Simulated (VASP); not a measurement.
All values below come from LDA (Ceperley-Alder, Perdew-Zunger), VASP's LDA PAW potentials (set 64) (plane waves; VASP).

Input for VASP

File POSCAR:
```
Mo
1.0
 -1.5679720000   1.5679720000   1.5679720000
  1.5679720000  -1.5679720000   1.5679720000
  1.5679720000   1.5679720000  -1.5679720000
Mo
1
Direct
  0.0000000000   0.0000000000   0.0000000000
```

INCAR:
```
ALGO=Normal
EDIFF=1E-6
ENCUT=300
ISIF=2
ISMEAR=0
LASPH=T
LCHARG=F
LMAXMIX=4
LREAL=F
LWAVE=F
NELM=100
PREC=Accurate
SIGMA=0.05
SYSTEM=Mo
```

### KPOINTS
```
Automatic
0
Gamma
  15 15 15
```

POTCAR, in this order: Mo_sv (LDA.64 set). Program: vasp_std.

The resulting files:

### OSZICAR
```
       N       E                     dE             d eps       ncg     rms          rms(c)
DAV:   1     0.521799864544E+02    0.52180E+02   -0.61416E+03  2788   0.878E+02
DAV:   2    -0.121801092102E+02   -0.64360E+02   -0.62030E+02  2799   0.262E+02
DAV:   3    -0.128543400014E+02   -0.67423E+00   -0.67194E+00  3074   0.269E+01
DAV:   4    -0.128556478797E+02   -0.13079E-02   -0.13078E-02  2844   0.137E+00
DAV:   5    -0.128556533964E+02   -0.55167E-05   -0.55169E-05  3084   0.850E-02    0.159E+01
DAV:   6    -0.122304615928E+02    0.62519E+00   -0.10625E+00  2847   0.127E+01    0.408E+00
DAV:   7    -0.121342933955E+02    0.96168E-01   -0.20342E-01  3036   0.505E+00    0.981E-01
DAV:   8    -0.121265945276E+02    0.76989E-02   -0.54490E-03  2791   0.984E-01    0.250E-01
DAV:   9    -0.121265922494E+02    0.22782E-05   -0.14160E-04  3092   0.163E-01    0.860E-02
DAV:  10    -0.121266068990E+02   -0.14650E-04   -0.68964E-06  2918   0.323E-02    0.787E-03
DAV:  11    -0.121266075790E+02   -0.68004E-06   -0.10771E-07  1638   0.348E-03
   1 F= -.12126608E+02 E0= -.12126025E+02  d E =-.116537E-02
```

**OUTCAR**
```
------------------------ aborting loop because EDIFF is reached ----------------------------------------
  FORCE on cell =-STRESS in cart. coord.  units (eV):
  Direction    XX          YY          ZZ          XY          YZ          ZX
  --------------------------------------------------------------------------------------
  Total       -0.5523281     -0.5523281     -0.5523281     -0.0000000     -0.0000000     -0.0000000
  in kB      -57.3895494    -57.3895494    -57.3895494     -0.0000000     -0.0000000     -0.0000000
  external PRESSURE =     -57.3895494 kB  Pullay stress =       0.0000000 kB
  volume of cell :       15.42
      direct lattice vectors                 reciprocal lattice vectors
    -1.567972000  1.567972000  1.567972000     0.000000000  0.318883245  0.318883245
     1.567972000 -1.567972000  1.567972000     0.318883245  0.000000000  0.318883245
     1.567972000  1.567972000 -1.567972000     0.318883245  0.318883245  0.000000000
 POSITION                                       TOTAL-FORCE (eV/Angst)
 -----------------------------------------------------------------------------------
      0.00000      0.00000      0.00000        -0.000000      0.000000     -0.000000
 -----------------------------------------------------------------------------------
    total drift:                                0.000000     -0.000000     -0.000000
  FREE ENERGIE OF THE ION-ELECTRON SYSTEM (eV)
  ---------------------------------------------------
  free  energy   TOTEN  =       -12.1266075790 eV

  energy  without entropy=      -12.1254422087  energy(sigma->0) =      -12.12602489
```
(Selected blocks of OUTCAR.)

At this cut-off the stress carries a Pulay error, which pulls relaxed volumes low.

The structure comes from a computed database's Mo entry; how it stands against other phases isn't given here. The cell was not relaxed at this level. The run is one of a series of settings (GGA removed, POTCAR Mo_sv (LDA.64 set) against the base run), some of them coarse on purpose.
